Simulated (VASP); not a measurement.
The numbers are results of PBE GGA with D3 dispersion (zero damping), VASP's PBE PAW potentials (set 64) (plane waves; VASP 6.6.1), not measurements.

VASP input:

POSCAR:
```
HfO2
1.0
  0.0000000000   2.5249000414   2.5249000414
  2.5249000414   0.0000000000   2.5249000414
  2.5249000414   2.5249000414   0.0000000000
Hf O
1 2
Direct
  0.0000000000   0.0000000000   0.0000000000
  0.2500000000   0.2500000000   0.2500000000
  0.7500000000   0.7500000000   0.7500000000
```

KPOINTS:
```
k-points along high-symmetry lines
15
Line-mode
Reciprocal
  0.000000   0.000000   0.000000 ! GAMMA
  0.500000   0.000000   0.500000 ! X

  0.500000   0.000000   0.500000 ! X
  0.625000   0.250000   0.625000 ! U

  0.375000   0.375000   0.750000 ! K
  0.000000   0.000000   0.000000 ! GAMMA

  0.000000   0.000000   0.000000 ! GAMMA
  0.500000   0.500000   0.500000 ! L

  0.500000   0.500000   0.500000 ! L
  0.500000   0.250000   0.750000 ! W

  0.500000   0.250000   0.750000 ! W
  0.500000   0.000000   0.500000 ! X
```

### INCAR
```
# general
SYSTEM   =  HfO2
PREC     =  Accurate
ENCUT    =  520   # plane-wave cut-off (eV)
LREAL    =  .FALSE.
LASPH    =  .TRUE.   # aspherical one-centre terms
ICHARG   =  11   # fixed density

# electronic loop
EDIFF    =  1E-7
NELM     =  100   # most electronic steps
ALGO     =  Normal   # blocked Davidson
LMAXMIX  =  6

# smearing
ISMEAR   =  0
SIGMA    =  0.05

# functional
GGA      =  PE   # PBE
IVDW     =  11

# output
LWAVE    =  .FALSE.
LCHARG   =  .FALSE.
LORBIT   =  11
```

POTCAR, in this order: Hf_pv O (PBE.64 set). Program: vasp_std. Read from the step before: CHGCAR.

The run wrote:

**OSZICAR**
```
       N       E                     dE             d eps       ncg     rms          rms(c)
DAV:   1     0.932980974007E+02    0.93298E+02   -0.13005E+04  2716   0.145E+03
DAV:   2    -0.261536469667E+02   -0.11945E+03   -0.11683E+03  3604   0.312E+02
DAV:   3    -0.297168181229E+02   -0.35632E+01   -0.35585E+01  3358   0.504E+01
DAV:   4    -0.297442401879E+02   -0.27422E-01   -0.27417E-01  3422   0.476E+00
DAV:   5    -0.297445493263E+02   -0.30914E-03   -0.30912E-03  3365   0.441E-01
DAV:   6    -0.297445562837E+02   -0.69574E-05   -0.69570E-05  3331   0.609E-02
DAV:   7    -0.297445564853E+02   -0.20157E-06   -0.20156E-06  3456   0.879E-03
DAV:   8    -0.297445564918E+02   -0.65675E-08   -0.65573E-08  2905   0.147E-03
   1 F= -.30305266E+02 E0= -.30305266E+02  d E =-.677162E-13
```

### OUTCAR
```
 val. band max:        4.3822506049   @ k =   0.5000   0.0000   0.5000

 cond. band min:       8.2163402220   @ k =   0.5000   0.0000   0.5000



 k-point     1 :       0.0000    0.0000    0.0000
  band No.  band energies     occupation
      1     -25.2495      2.00000
      2     -25.2495      2.00000
      3     -25.2495      2.00000
      4     -14.4254      2.00000
      5     -11.3318      2.00000
      6      -1.0341      2.00000
      7      -1.0341      2.00000
      8      -1.0341      2.00000
      9       3.7696      2.00000
     10       3.7696      2.00000
     11       3.7696      2.00000
     12       8.2922      0.00000
     13       8.2922      0.00000
     14      10.3155      0.00000
     15      14.9567      0.00000

 k-point     2 :       0.0357    0.0000    0.0357
  band No.  band energies     occupation
      1     -25.2562      2.00000
      2     -25.2511      2.00000
      3     -25.2511      2.00000
      4     -14.4006      2.00000
      5     -11.3526      2.00000
      6      -1.0199      2.00000
      7      -1.0199      2.00000
      8      -0.9789      2.00000
      9       3.6367      2.00000
     10       3.7730      2.00000
     11       3.7731      2.00000
     12       8.3090      0.00000
     13       8.3488      0.00000
     14      10.3929      0.00000
     15      14.8953      0.00000

 k-point     3 :       0.0714    0.0000    0.0714
  band No.  band energies     occupation
      1     -25.2760      2.00000
      2     -25.2559      2.00000
      3     -25.2559      2.00000
      4     -14.3279      2.00000
      5     -11.4130      2.00000
      6      -0.9771      2.00000
      7      -0.9771      2.00000
      8      -0.8157      2.00000
      9       3.2740      2.00000
     10       3.7819      2.00000
     11       3.7819      2.00000
     12       8.3589      0.00000
     13       8.4883      0.00000
     14      10.6142      0.00000
     15      14.7073      0.00000

...
```

The density is held fixed in this step, so its total energy and stress have no physical meaning. Unless said otherwise, spin-orbit coupling is left out, though it shifts the bands of the heavy elements here.

The compound is HfO2 in the fluorite structure, the high-temperature cubic form, which is unstable at 0 K; the monoclinic form is the stable one. It was relaxed first.
